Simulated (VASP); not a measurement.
OSZICAR of a VASP run on Hf2Si (atoms displaced from the space group 194 structure):

**OSZICAR**
```
       N       E                     dE             d eps       ncg     rms          rms(c)
DAV:   1     0.140106868148E+03    0.14011E+03   -0.19301E+04    64   0.108E+03
DAV:   2    -0.518159531403E+02   -0.19192E+03   -0.18700E+03    76   0.268E+02
DAV:   3    -0.590150208276E+02   -0.71991E+01   -0.70617E+01    64   0.422E+01
DAV:   4    -0.591690024974E+02   -0.15398E+00   -0.15356E+00    72   0.648E+00
DAV:   5    -0.591702806577E+02   -0.12782E-02   -0.12781E-02    60   0.597E-01    0.960E+01
DAV:   6    -0.577165148171E+02    0.14538E+01   -0.25764E+00    64   0.107E+01    0.582E+01
DAV:   7    -0.574951404989E+02    0.22137E+00   -0.23946E+00    64   0.848E+00    0.576E+00
DAV:   8    -0.574330142800E+02    0.62126E-01   -0.42309E-01    60   0.318E+00    0.155E+00
DAV:   9    -0.574317542085E+02    0.12601E-02   -0.22105E-02    64   0.923E-01    0.886E-01
DAV:  10    -0.574314967662E+02    0.25744E-03   -0.25156E-03    56   0.298E-01    0.441E-01
DAV:  11    -0.574314780555E+02    0.18711E-04   -0.43270E-04    64   0.113E-01    0.198E-01
DAV:  12    -0.574314718340E+02    0.62216E-05   -0.69498E-05    64   0.421E-02    0.820E-02
DAV:  13    -0.574314738620E+02   -0.20280E-05   -0.77702E-06    56   0.156E-02    0.137E-02
DAV:  14    -0.574314737405E+02    0.12154E-06   -0.83847E-07    40   0.554E-03
   1 F= -.57431474E+02 E0= -.57431474E+02  d E =-.954792E-16
```

Question: Which electronic solver shows in the log?

Answer: It is blocked Davidson (ALGO = Normal, or the opening steps of other solvers). The INCAR had ALGO = Normal.

Question: Can the final energy be trusted as converged?

Answer: Self-consistency was reached. It stopped with EDIFF = 1E-6, NELM = 100 (PBE GGA, plane waves, VASP's PBE PAW potentials (set 64)).

The structure was generated: Hf2Si was put into an ordered model structure, which need not be its known phase. The cell was not relaxed at this level, atoms are displaced from their ideal sites. The k-mesh is coarse (spacing up to 1.58 per Å, 2π included), so the numbers may not be converged in it. The run is one of a series of settings (KPOINTS 1×1×1 Γ-centred mesh against the base run), some of them coarse on purpose.
